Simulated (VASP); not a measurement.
Output of a VASP run:

**OUTCAR**
```
 ion  position               nearest neighbor table
   1  0.000  0.000  0.000-
  LATTYP: Found a body centered cubic cell.
 ALAT       =     5.2800000000
 Subroutine PRICEL returns:
 Original cell was already a primitive cell.
 Subroutine GETGRP returns: Found 48 space group operations
The static configuration has the point symmetry O_h .
The dynamic configuration has the point symmetry O_h .
 Subroutine INISYM returns: Found 48 space group operations
 Subroutine IBZKPT returns following result:
 Found     35 irreducible k-points:

 Following reciprocal coordinates:
            Coordinates               Weight
  0.000000  0.000000  0.000000      1.000000
  0.111111  0.000000  0.000000     12.000000
  0.222222  0.000000  0.000000     12.000000
  0.333333  0.000000  0.000000     12.000000
  0.444444  0.000000  0.000000     12.000000
  0.111111  0.111111  0.000000     24.000000
  0.222222  0.111111  0.000000     48.000000
  0.333333  0.111111  0.000000     48.000000
  0.444444  0.111111  0.000000     24.000000
  0.222222  0.222222  0.000000     24.000000
  0.333333  0.222222  0.000000     48.000000
  0.333333  0.333333  0.000000      8.000000
  0.111111  0.111111  0.111111      8.000000
  0.222222  0.111111  0.111111     24.000000
  0.333333  0.111111  0.111111     24.000000
 -0.111111  0.111111  0.111111      6.000000
  0.222222  0.222222  0.111111     24.000000
  0.333333  0.222222  0.111111     24.000000
 -0.222222  0.222222  0.111111     24.000000
 -0.333333  0.333333  0.111111     24.000000
 -0.222222  0.333333  0.111111     24.000000
 -0.444444  0.444444  0.111111     24.000000
 -0.333333  0.444444  0.111111     48.000000
 -0.444444 -0.444444  0.111111     24.000000
 -0.333333 -0.444444  0.111111     24.000000
  0.222222  0.222222  0.222222      8.000000
 -0.222222  0.222222  0.222222      6.000000
 -0.333333  0.333333  0.222222     24.000000
 -0.444444  0.444444  0.222222     24.000000
 -0.333333  0.444444  0.222222     24.000000
 -0.444444 -0.444444  0.222222     24.000000
 -0.333333  0.333333  0.333333      6.000000
 -0.444444  0.444444  0.333333     24.000000
 -0.444444 -0.444444  0.333333      8.000000
 -0.444444  0.444444  0.444444      6.000000
   k-points           NKPTS =     35   k-points in BZ     NKDIM =     35   number of bands    NBANDS=      8
   number of dos      NEDOS =    301   number of ions     NIONS =      1
   total plane-waves  NPLWV =  46656
   dimension x,y,z NGX =    36 NGY =   36 NGZ =   36
   dimension x,y,z NGXF=    72 NGYF=   72 NGZF=   72
   ions per type =               1
   PREC   = accura    normal or accurate (medium, high low for compatibility)
   ISTART =      0    job   : 0-new  1-cont  2-samecut
   ICHARG =      2    charge: 1-file 2-atom 10-const
   ISPIN  =      1    spin polarized calculation?
   LNONCOLLINEAR =      F non collinear calculations
   LSORBIT =      F    spin-orbit coupling
   INIWAV =      1    electr: 0-lowe 1-rand  2-diag
   ENCUT  =  520.0 eV  38.22 Ry    6.18 a.u.   8.50  8.50  8.50*2*pi/ulx,y,z
   NELM   =    100;   NELMIN=  2; NELMDL= -5     # of ELM steps
   EDIFF  = 0.1E-05   stopping-criterion for ELM
   LREAL  =      F    real-space projection
   NLSPLINE    = F    spline interpolate recip. space projectors
   LMAXMIX     =    2 max onsite mixed and CHGCAR
   VOSKOWN=      0    Vosko Wilk Nusair interpolation
   EDIFFG = -.1E-01   stopping-criterion for IOM
   NSW    =     60    number of steps for IOM
   NBLOCK =      1;   KBLOCK =     60    inner block; outer block
   IBRION =      2    ionic relax: 0-MD 1-quasi-New 2-CG
   NFREE  =      1    steps in history (QN), initial steepest desc. (CG)
   ISIF   =      3    stress and relaxation
   ISYM   =      2    0-nonsym 1-usesym 2-fastsym
   TEIN   =    0.0    initial temperature
   TEBEG  =    0.0;   TEEND  =   0.0 temperature during run
   SMASS  =  -3.00    Nose mass-parameter (am)
...
```

**OSZICAR**
```
       N       E                     dE             d eps       ncg     rms          rms(c)
DAV:   1     0.449880699618E+02    0.44988E+02   -0.36642E+03   560   0.866E+02
DAV:   2     0.514753569287E+00   -0.44473E+02   -0.44270E+02   568   0.212E+02
DAV:   3    -0.909261628328E+00   -0.14240E+01   -0.14204E+01   928   0.342E+01
DAV:   4    -0.930517454166E+00   -0.21256E-01   -0.21234E-01   904   0.336E+00
DAV:   5    -0.930640199437E+00   -0.12275E-03   -0.12275E-03   936   0.203E-01    0.167E+00
DAV:   6    -0.933509627876E+00   -0.28694E-02   -0.14166E-03   872   0.324E-01    0.101E+00
DAV:   7    -0.935709493268E+00   -0.21999E-02   -0.31059E-03   776   0.530E-01    0.506E-02
DAV:   8    -0.935834337644E+00   -0.12484E-03   -0.95111E-05   952   0.142E-01    0.153E-02
DAV:   9    -0.935844574256E+00   -0.10237E-04   -0.12958E-05   896   0.355E-02    0.520E-03
DAV:  10    -0.935843694941E+00    0.87931E-06   -0.91106E-07   840   0.112E-02
   1 F= -.93584369E+00 E0= -.93572885E+00  d E =-.935844E+00
       N       E                     dE             d eps       ncg     rms          rms(c)
DAV:   1    -0.962752755705E+00   -0.26908E-01   -0.71463E-01   576   0.103E+01    0.122E+00
DAV:   2    -0.944573282984E+00    0.18179E-01   -0.61466E-02   696   0.296E+00    0.479E-01
DAV:   3    -0.937823217464E+00    0.67501E-02   -0.21929E-02   792   0.140E+00    0.356E-01
DAV:   4    -0.938234386817E+00   -0.41117E-03   -0.18970E-03   928   0.304E-01    0.135E-01
DAV:   5    -0.938369514310E+00   -0.13513E-03   -0.12090E-03   856   0.224E-01    0.318E-02
DAV:   6    -0.938362643034E+00    0.68713E-05   -0.18109E-05   856   0.368E-02    0.130E-02
DAV:   7    -0.938360181413E+00    0.24616E-05   -0.12201E-06   696   0.993E-03    0.420E-03
DAV:   8    -0.938359755272E+00    0.42614E-06   -0.26266E-07   440   0.431E-03
   2 F= -.93835976E+00 E0= -.93825050E+00  d E =-.251606E-02
       N       E                     dE             d eps       ncg     rms          rms(c)
DAV:   1    -0.114720620095E+01   -0.20885E+00   -0.61418E+00   576   0.302E+01    0.411E+00
DAV:   2    -0.999450350480E+00    0.14776E+00   -0.54571E-01   784   0.853E+00    0.151E+00
DAV:   3    -0.938845435098E+00    0.60605E-01   -0.15937E-01   784   0.367E+00    0.117E+00
DAV:   4    -0.940300746642E+00   -0.14553E-02   -0.17804E-02  1048   0.875E-01    0.536E-01
DAV:   5    -0.941590944477E+00   -0.12902E-02   -0.12200E-02   848   0.697E-01    0.104E-01
DAV:   6    -0.941564545091E+00    0.26399E-04   -0.17391E-04   880   0.106E-01    0.438E-02
DAV:   7    -0.941555558982E+00    0.89861E-05   -0.72926E-06   800   0.259E-02    0.165E-02
DAV:   8    -0.941552076425E+00    0.34826E-05   -0.37436E-06   728   0.144E-02    0.110E-03
DAV:   9    -0.941552186454E+00   -0.11003E-06   -0.11067E-07   360   0.306E-03
   3 F= -.94155219E+00 E0= -.94145904E+00  d E =-.570849E-02
```

OUTCAR:
```
------------------------ aborting loop because EDIFF is reached ----------------------------------------
  FORCE on cell =-STRESS in cart. coord.  units (eV):
  Direction    XX          YY          ZZ          XY          YZ          ZX
  --------------------------------------------------------------------------------------
  Total        0.0028336      0.0028336      0.0028336      0.0000000      0.0000000      0.0000000
  in kB        0.0568815      0.0568815      0.0568815      0.0000000      0.0000000      0.0000000
  external PRESSURE =       0.0568815 kB  Pullay stress =       0.0000000 kB
  volume of cell :       79.81
      direct lattice vectors                 reciprocal lattice vectors
    -2.712295006  2.712295006  2.712295006     0.000000000  0.184345729  0.184345729
     2.712295006 -2.712295006  2.712295006     0.184345729  0.000000000  0.184345729
     2.712295006  2.712295006 -2.712295006     0.184345729  0.184345729  0.000000000
 POSITION                                       TOTAL-FORCE (eV/Angst)
 -----------------------------------------------------------------------------------
     -0.00000      0.00000      0.00000         0.000000      0.000000      0.000000
 -----------------------------------------------------------------------------------
    total drift:                               -0.000000      0.000000      0.000000
  FREE ENERGIE OF THE ION-ELECTRON SYSTEM (eV)
  ---------------------------------------------------
  free  energy   TOTEN  =        -0.9415521865 eV

  energy  without entropy=       -0.9412727577  energy(sigma->0) =       -0.94145904

 reached required accuracy - stopping structural energy minimisation
```
(Selected blocks of OUTCAR.)

**POSCAR**
```
K
1
   -2.6400000000     2.6400000000     2.6400000000
    2.6400000000    -2.6400000000     2.6400000000
    2.6400000000     2.6400000000    -2.6400000000
K
1
Direct
  0.0000000000   0.0000000000   0.0000000000
```

Write an INCAR and KPOINTS that could have produced this output.

One answer among several that fit: the input of the run itself, RPBE GGA, plane waves, VASP's PBE PAW potentials (set 64).

### INCAR
```
SYSTEM = K
PREC = Accurate
ENCUT = 520
EDIFF = 1E-6
NELM = 100
ALGO = Normal
LREAL = .FALSE.
LASPH = .TRUE.
ISMEAR = 1
SIGMA = 0.1
GGA = RP
LWAVE = .FALSE.
LCHARG = .FALSE.
IBRION = 2
ISIF = 3
NSW = 60
EDIFFG = -0.01
```

**KPOINTS**
```
Automatic mesh
0
Gamma
9 9 9
0 0 0
```

POTCAR, in this order: K_sv (PBE.64 set). Program: vasp_std.

Energy and stress use the plane-wave basis of the starting cell.

The compound is K in the bcc structure. This run relaxes it. Symmetry was kept, so distortions that lower it aren't found.
